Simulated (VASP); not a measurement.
Crystal: Pt.

```
Pt
1.0
     0.00000    1.96090    1.96090
     1.96090    0.00000    1.96090
     1.96090    1.96090    0.00000
Pt
1
Direct
  0.00000 0.00000 0.00000
```

- Program: VASP 6.6.1
- Task: relaxation of cell and atoms
- Functional: PBE
- Potentials or basis: VASP PAW PBE potentials, release 64 (Pt)
- Cutoff: 600 eV
- k mesh: 16 × 16 × 16
- Occupations: methfessel-paxton, width 0.1 eV
- Spin: no spin polarisation

At the start: pressure 9.4 GPa; volume 15.08 Å³/atom.

Where does the relaxation end?

Over 4 steps the energy falls by 14.9 meV/atom and the volume is 15.61 Å³/atom (+3.5 %); space group Fm-3m (No. 225, to 0.05 Å).

Step by step:
```
step  energy change (eV)  largest force (eV/Å)  pressure (GPa)  volume (Å³)
   1              0.0000                0.0000            9.45        15.08
   2              0.0775                0.0000          -17.81        17.10
   3             -0.0149                0.0000           -0.29        15.62
   4             -0.0149                0.0000           -0.04        15.61
```

Final structure:
```yaml
crystal:
  lattice:
    - [0.00000, 1.98349, 1.98349]
    - [1.98349, 0.00000, 1.98349]
    - [1.98349, 1.98349, 0.00000]
  atoms:
    - { symbol: Pt, position: [0.00000, 0.00000, 0.00000] }
```
